A phonon calculation returns a list of frequencies, but an engineer who wants to match a Raman or infrared line needs to know which atoms move, and in which direction. Here are five of the twelve frequencies of gallium nitride at the zone centre, where every unit cell of the crystal moves in the same way. The candidates are places in the full list, which runs from the lowest frequency to the highest. How much of each motion can be recovered from the bare value?

Phonon frequencies of wurtzite GaN (4-atom cell), computed with VASP 6.6.1 in the LDA at the relaxed cell, using finite displacements of 0.015 Å. The calculation uses PAW potentials with Ga 3d as valence, a 600 eV cutoff, a 12×12×6 k mesh and Gaussian smearing of 0.02 eV. Phonon q row 1 is the zone centre; imaginary frequencies are given as negative. Candidates: 8, 7, 2, 3, 9.

```tsv
row	phonon q row (row)	phonon frequency (cm⁻¹)
A	1	561.2
B	1	561.2
C	1	539.4
D	1	0.0
E	1	0.0
```

**What the values settle**

Start with the two zeros. If the whole crystal is shifted, no bond changes its length or angle, so nothing pulls it back. D and E are therefore translations and take places 2 and 3. Which is which can't be decided, and it has no physical meaning either.

The remaining three are sorted by symmetry. Every atom of this crystal sits on a threefold axis along the hexagonal direction c. A motion across that axis has an equally stiff partner at right angles to it, so such motions come in pairs of equal frequency, while a motion along c stands alone. A and B form such a pair, and as the highest values they take places 8 and 9, again interchangeably. C takes place 7, and it is a motion along c provided that place 6 doesn't hold a twin.

One question stays open. The cell contains two double layers, each made of a Ga plane and an N plane. Ga and N can move against each other in the same sense in both double layers, so that the electric dipoles add up, or in opposite senses, so that they cancel. The first kind absorbs infrared light and the second doesn't. The value of A and B can't say which kind they are, and the bonds show why.

**Why two different motions look alike**

Inside a double layer, each atom is held by three slanted bonds. Between double layers, it is held by a single upright bond along c. When planes slide sideways, the slanted bonds stretch, but the upright bond merely tilts, and tilting costs far less energy than stretching. The double layers are thus almost uncoupled for sideways motion, and each hardly notices whether its neighbour moves in the same sense or the opposite one. The two sideways vibrations of Ga against N should therefore have nearly the same frequency.

The rows with their labels:

```tsv
row	phonon q row (row)	phonon frequency (cm⁻¹)
1	1	-0.1
2	1	0.0
3	1	0.0
4	1	139.4
5	1	139.4
6	1	336.3
7	1	539.4
8	1	561.2
9	1	561.2
10	1	570.3
11	1	570.3
12	1	697.5
```

Place 6 holds no twin, so C does move along c. Above the pair at 561.2 cm⁻¹ there is indeed a second pair, only 9 cm⁻¹ higher. One of them is the infrared-active pair, called E1(TO), and the other is its opposed counterpart, E2(high). The small negative value in row 1 is the third translation, with numerical noise in place of an exact zero.

**The springs in numbers**

Let $K_1$ be the stiffness between two planes joined by slanted bonds, $K_2$ that across the upright bond, and $M$ and $m$ the masses of Ga and N. If both double layers move in the same sense, the squared angular frequency is

$$\omega_0^2=(K_1+K_2)\left(\frac1M+\frac1m\right).$$

If they move in opposite senses, there are two solutions, which obey

$$\omega_-^2+\omega_+^2=\omega_0^2,\qquad \omega_-^2\,\omega_+^2=\frac{4K_1K_2}{Mm}.$$

Now let the bonds resist stretching only, with one spring constant $k$. For sideways motion, tetrahedral geometry gives $K_1=4k/3$ and $K_2=0$. The upper opposed pair then coincides with the infrared-active pair, and the lower one falls to zero. For motion along c, the upright bond takes the full stretch, so $K_2=k$, while the slanted bonds together give $K_1=k/3$.

The opposed motions along c make a worked example. With rough masses of 70 and 14, the product of the two squares, divided by $\omega_0^4$, is $0.75\times70\times14/84^2\approx0.10$. The two squares are then about 0.12 and 0.88 of $\omega_0^2$. The spring constant is set by the pair in rows 8 and 9, so that pair agrees by construction, and the model predicts 193 and 527 cm⁻¹ for the two opposed motions.

**Where stretching springs are enough**

The model does well for the vibrations of Ga against N that it places at the same frequency as rows 8 and 9. The second pair is missed by less than 2% of its computed value, and row 7 by about 4%. Row 7 is the infrared-active motion along c, A1(TO); this rests on the mode order known from experiment, since the list gives no displacement patterns. It lies close to the sideways pair because each atom has a nearly regular tetrahedron of neighbours, which makes the stiffness almost the same in every direction.

The pair at 139 cm⁻¹, called E2(low), is where the model gives zero. Here whole double layers slide against each other, with Ga and N moving largely together, and it is mainly the resistance of the bonds to bending that brings them back. Read through the same formulas, this frequency corresponds to an upright bond that supplies roughly a tenth of the sideways stiffness, if forces between more distant planes are left out. A heavy unit on a weak spring explains the low value. With the same springs, a heavier metal would lower this mode more than the upper pairs, whose frequency depends mainly on the light nitrogen.

**Where they fail**

Rows 6 and 12 are the two opposed motions along c, known as B1. The calculation puts them at 336 and 698 cm⁻¹, so the worked estimates are too low by about 43% and 24% of the computed values. Stretching springs clearly leave out a large part of the stiffness that these two motions meet, although they suffice for row 7, which also runs along c.

Standard electrostatics offers one cause. Ga and N carry opposite charges, so moving their planes apart along c creates an electric field that pulls them back. In the B1 modes the field alternates from one double layer to the next, and the calculation includes it in full. In row 7 the field would be uniform throughout the crystal, and a periodic calculation exactly at the zone centre holds that uniform field at zero. Row 7 therefore lacks a restoring force that rows 6 and 12 have.

The sum of squares is in line with this reading, though it assumes forces between neighbouring planes only. Rows 6 and 12 together call for an in-phase partner at 774 cm⁻¹, which is 44% above row 7. The partner that does feel its own field is the longitudinal optical (LO) mode, measured at very roughly 730 cm⁻¹ (a recalled value). The sum overshoots that by only 6%. The field doesn't explain both rows equally well, though. With $\omega_0$ raised to the LO value, the two estimates become about 251 and 686 cm⁻¹, which is close to row 12 but still well below row 6. Moreover, springs between neighbouring planes can't bring the ratio of the two frequencies below the square root of the mass ratio, about 2.24, whereas rows 12 and 6 have a ratio of 2.07. Forces between more distant planes, such as those from bond bending, must therefore matter too.

**What to do with such a list**

In a wurtzite crystal, first separate pairs from single values, since symmetry then fixes the direction of motion without any model. Don't use the springs to decide between the pairs at 561 and 570 cm⁻¹. With the lower pair taken as the infrared-active one, the sum of squares for sideways motion is off by 4.6% in frequency; with the roles exchanged, it is off by only 1.4%. The simple rule thus prefers the exchanged order, yet Raman spectra taken with polarised light place E1(TO) below E2(high) in gallium nitride. A and B are therefore E1(TO) on the strength of that experimental knowledge. Within a calculation, the displacement patterns of the modes would decide the matter. Picking the nearest measured line would not, because errors of two per cent are common in LDA frequencies and exceed the gap between the two pairs.

Nor should the highest row be matched to the LO line of a measured spectrum, tempting as its position is. Row 12 is a B1 mode, which gives no first-order line in the Raman or infrared spectrum of a perfect crystal. To obtain the LO modes, the calculation has to be extended by the effective charges of the atoms and the dielectric constant, which supply the uniform field. The output printed below compares the spring model with every row.

Printed output of the fit:

```
Stretching springs only, in 1/cm:
  row  computed  model    miss
    1      -0.1      0     0.1
    2         0      0       0
    3         0      0       0
    4     139.4      0  -139.4
    5     139.4      0  -139.4
    6     336.3  192.9  -143.4
    7     539.4  561.2    21.8
    8     561.2  561.2       0
    9     561.2  561.2       0
   10     570.3  561.2    -9.1
   11     570.3  561.2    -9.1
   12     697.5    527  -170.5
Gap between the two upper pairs, 1/cm: 9.1
Gap between the pair of rows 8 and 9 and the single of row 7, 1/cm: 21.8
Gap between row 12 and the pair of rows 8 and 9, 1/cm: 136.3
In-plane root of summed squares, rows 4 and 10, 1/cm: 587.1
Its excess over row 8, percent: 4.613
Swapped assignment, root of summed squares, rows 4 and 8, 1/cm: 578.3
Its excess over row 10, percent: 1.395
Along c, root of summed squares, rows 6 and 12, 1/cm: 774.3
Its excess over row 7, percent: 43.56
Its excess over a rough recalled LO value of 730, percent: 6.074
Frequency ratio, row 10 to row 4: 4.091
Frequency ratio, row 12 to row 6: 2.074
Square root of the mass ratio Ga to N: 2.236
Rough share of the upright bond in the in-plane stiffness: 0.1111
Relaxed c/a: 1.63
Ideal c/a: 1.633
```
